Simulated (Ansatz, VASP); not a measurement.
# Two plane-wave programs on Be3BAs3

INCAR

```
  PREC = Accurate
  ENCUT = 600
  EDIFF = 1E-7
  ISMEAR = 0
  SIGMA = 0.1
  LREAL = F
  LASPH = T
  NELM = 60
  ALGO = Normal
  ISIF = 3
  LWAVE = F
  LCHARG = F
  GGA = PE
  IBRION = 2
  NSW = 100
  EDIFFG = -0.01
```

Contents of KPOINTS:

```
regular mesh
0
Gamma
  8 8 6
```

File POSCAR:

```
Be3BAs3
1.0
    4.5533175419      0.0000000000      0.0000000000
    0.0000000000      4.5533175419      0.0000000000
    0.0000000000      0.0000000000      7.6417277663
Be B As
3 1 3
Direct
    0.5000000000      0.5000000000      0.7658712421
    0.5000000000      0.5000000000      0.2341287579
    0.0000000000      0.0000000000      0.0000000000
    0.5000000000      0.5000000000      0.0000000000
    0.0000000000      0.5000000000      0.0000000000
    0.5000000000      0.0000000000      0.0000000000
    0.5000000000      0.5000000000      0.5000000000
```

Input for Ansatz:

```yaml
crystal:
  lattice:
    - [4.5533175419, 0.0, 0.0]
    - [0.0, 4.5533175419, 0.0]
    - [0.0, 0.0, 7.6417277663]
  atoms:
    - { symbol: Be, position: [0.5, 0.5, 0.7658712421] }
    - { symbol: Be, position: [0.5, 0.5, 0.2341287579] }
    - { symbol: Be, position: [0.0, 0.0, 0.0] }
    - { symbol: B, position: [0.5, 0.5, 0.0] }
    - { symbol: As, position: [0.0, 0.5, 0.0] }
    - { symbol: As, position: [0.5, 0.0, 0.0] }
    - { symbol: As, position: [0.5, 0.5, 0.5] }
basis:
  ecutwfc: 420
kpoints:
  mp_grid: { grid: [8, 8, 6] }
hamiltonian:
  xc: pbe
scf:
  occupations: { method: gaussian, width: 0.1 }
output:
  forces: true
  stress: true
  eigenvalues: true
relax:
  adjacent_minimum: "off"
  f_tol: 0.01
  max_steps: 80
  cell: { stress_tol: 0.05 }
```

Alike in both runs: task relaxation of cell and atoms; functional PBE; k mesh 8 × 8 × 6; occupations gaussian, width 0.1 eV; no spin polarisation.

|  | VASP | Ansatz |
| --- | --- | --- |
| version | VASP 6.6.1 | Ansatz 0.2.0 |
| potentials or method | VASP PAW PBE potentials, release 64 (Be, B, As) | scalar-relativistic, plane waves, PAW |
| plane-wave cutoff (eV) | 600 | 420 |
| valence electrons in the cell | 24 | 54 |

VASP gave:

* gap on the k mesh at the Fermi level, each at its own relaxed structure (eV): none
* relaxed volume (Å³/atom): 22.84
* relaxed cell length with the largest relative difference (Å): 4.564

Problem. Which values does Ansatz return?

Solution. gap on the k mesh at the Fermi level, each at its own relaxed structure (eV): none; relaxed volume (Å³/atom): 22.79; relaxed cell length with the largest relative difference (Å): 4.560.

A gap of «none» marks a metal or a gap that the smearing closes. The two sets of potentials don't hold the same shells in valence.
